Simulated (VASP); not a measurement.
Input:

```xyz
1
Lattice="-1.5750 1.5750 1.5750 1.5750 -1.5750 1.5750 1.5750 1.5750 -1.5750" Properties=species:S:1:pos:R:3 pbc="T T T"
Mo     0.0000     0.0000     0.0000
```
Cell charge +0.1.

All values below come from PBE GGA, VASP's PBE PAW potentials (set 64) (plane waves; VASP 6.6.1). Numerical set-up: NELECT = 13.9, 400 eV cut-off, 15×15×15 Γ-centred mesh, Gaussian smearing of 0.050 eV, potentials Mo_sv.

The cell is charged, with a uniform compensating background.

Problem. What does the run give for the energy per atom (σ→0), pressure, band gap (on the k-mesh) with the smallest direct gap where there is one?

Solution. 
| Item | Result |
|---|---|
| band gap (on the k-mesh) | none (metal, semimetal or under 0.01 eV) |
| energy per atom (σ→0) | -12.177 eV/atom |
| pressure | -140.6 kbar |

The compound is Mo in the bcc structure. The cell was not relaxed at this level. The run is one of a series of settings (ISMEAR = 0, NELECT = 13.9, SIGMA = 0.05 against the base run), some of them coarse on purpose.
